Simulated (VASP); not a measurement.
These are PBE GGA, VASP's PBE PAW potentials (set 64) (plane waves; VASP) values and carry that method's errors.

VASP ran on this input.

POSCAR:
```
TiB2
1
    1.5044090000    -2.6766680000     0.0000000000
    1.5044090000     2.6766680000     0.0000000000
    0.0000000000     0.0000000000     3.1769390000
Ti B
1 2
Direct
  0.0000000000   0.0000000000   0.0000000000
  0.3333330000   0.6666670000   0.5000000000
  0.6895350000   0.3562010000   0.5000000000
```

KPOINTS:
```
Automatic mesh
0
Monkhorst-Pack
11 11 10
0 0 0
```

**INCAR**
```
SYSTEM = TiB2
PREC = Accurate
ENCUT = 520
EDIFF = 1E-6
NELM = 100
ALGO = Normal
LREAL = .FALSE.
LASPH = .TRUE.
ISMEAR = 1
SIGMA = 0.1
GGA = PE
LMAXMIX = 4
LWAVE = .FALSE.
LCHARG = .FALSE.
ISIF = 2
```

POTCAR, in this order: Ti_sv B (PBE.64 set). Program: vasp_std.

The resulting files:

File OUTCAR:
```
 ion  position               nearest neighbor table
   1  0.000  0.000  0.000-   3 2.32   3 2.32   2 2.36   2 2.36   2 2.36   2 2.36   2 2.39   2 2.39
                             3 2.39   3 2.39   3 2.41   3 2.41
   2  0.333  0.667  0.500-   3 1.69   3 1.79   3 1.81   1 2.36   1 2.36   1 2.36   1 2.36   1 2.39
                             1 2.39
   3  0.690  0.356  0.500-   2 1.69   2 1.79   2 1.81   1 2.32   1 2.32   1 2.39   1 2.39   1 2.41
                             1 2.41
  LATTYP: Found a base centered orthorhombic cell.
 ALAT       =     3.0088180000
 B/A-ratio  =     1.7792156255
 C/A-ratio  =     1.0558760949
 Subroutine PRICEL returns:
 Original cell was already a primitive cell.
 Subroutine GETGRP returns: Found  2 space group operations
The static configuration has the point symmetry C_1h.
The dynamic configuration has the point symmetry C_1h.
 Subroutine INISYM returns: Found  2 space group operations
 Subroutine IBZKPT returns following result:
 Found    305 irreducible k-points:

 Following reciprocal coordinates:
            Coordinates               Weight
  0.000000  0.000000  0.050000      2.000000
  0.090909  0.000000  0.050000      4.000000
  0.000000  0.090909 -0.050000      4.000000
...
```

OSZICAR:
```
       N       E                     dE             d eps       ncg     rms          rms(c)
DAV:   1     0.128555984186E+03    0.12856E+03   -0.93410E+03  7938   0.158E+03
DAV:   2    -0.194956556026E+02   -0.14805E+03   -0.14426E+03  8090   0.394E+02
DAV:   3    -0.290652460062E+02   -0.95696E+01   -0.94061E+01 11573   0.949E+01
DAV:   4    -0.294073640695E+02   -0.34212E+00   -0.34132E+00 10284   0.164E+01
DAV:   5    -0.294164410243E+02   -0.90770E-02   -0.90765E-02 11685   0.239E+00    0.169E+01
DAV:   6    -0.243205798823E+02    0.50959E+01   -0.26220E+01 10596   0.596E+01    0.389E+00
DAV:   7    -0.243559165840E+02   -0.35337E-01   -0.17471E+00  8915   0.155E+01    0.337E+00
DAV:   8    -0.243648202435E+02   -0.89037E-02   -0.16596E-01 11825   0.374E+00    0.740E-01
DAV:   9    -0.243583661526E+02    0.64541E-02   -0.68547E-02 10735   0.349E+00    0.282E-01
DAV:  10    -0.243577099608E+02    0.65619E-03   -0.48624E-03 10082   0.975E-01    0.653E-02
DAV:  11    -0.243577245748E+02   -0.14614E-04   -0.33728E-04 11523   0.236E-01    0.575E-02
DAV:  12    -0.243577009984E+02    0.23576E-04   -0.15534E-04 10578   0.170E-01    0.996E-03
DAV:  13    -0.243577001161E+02    0.88227E-06   -0.10421E-05  9529   0.431E-02    0.191E-03
DAV:  14    -0.243577001384E+02   -0.22251E-07   -0.24001E-07  4620   0.592E-03
   1 F= -.24357700E+02 E0= -.24357702E+02  d E =0.464856E-05
```

**OUTCAR**
```
------------------------ aborting loop because EDIFF is reached ----------------------------------------
  FORCE on cell =-STRESS in cart. coord.  units (eV):
  Direction    XX          YY          ZZ          XY          YZ          ZX
  --------------------------------------------------------------------------------------
  Total        1.1144209     -1.4991863      0.9086115     -0.2196790      0.0000000      0.0000000
  in kB       69.7847482    -93.8786608     56.8970180    -13.7562407      0.0000000      0.0000000
  external PRESSURE =      10.9343685 kB  Pullay stress =       0.0000000 kB
  volume of cell :       25.59
      direct lattice vectors                 reciprocal lattice vectors
     1.504409000 -2.676668000  0.000000000     0.332356427 -0.186799409  0.000000000
     1.504409000  2.676668000  0.000000000     0.332356427  0.186799409  0.000000000
     0.000000000  0.000000000  3.176939000     0.000000000  0.000000000  0.314768398
 POSITION                                       TOTAL-FORCE (eV/Angst)
 -----------------------------------------------------------------------------------
      0.00000      0.00000      0.00000         0.535007      0.025053      0.000000
      1.50441      0.89222      1.58847         0.819592     -0.160168      0.000000
      1.57321     -0.89222      1.58847        -1.354599      0.135115      0.000000
 -----------------------------------------------------------------------------------
    total drift:                                0.000019     -0.000004      0.000000
  FREE ENERGIE OF THE ION-ELECTRON SYSTEM (eV)
  ---------------------------------------------------
  free  energy   TOTEN  =       -24.3577001384 eV

  energy  without entropy=      -24.3577047869  energy(sigma->0) =      -24.35770169
```
(Selected blocks of OUTCAR.)

The compound is TiB2 in the AlB2 type structure. The cell was not relaxed at this level, atoms are displaced from their ideal sites. The run is one of a series of settings (KPOINTS 11×11×10 Monkhorst-Pack mesh against the base run), some of them coarse on purpose.
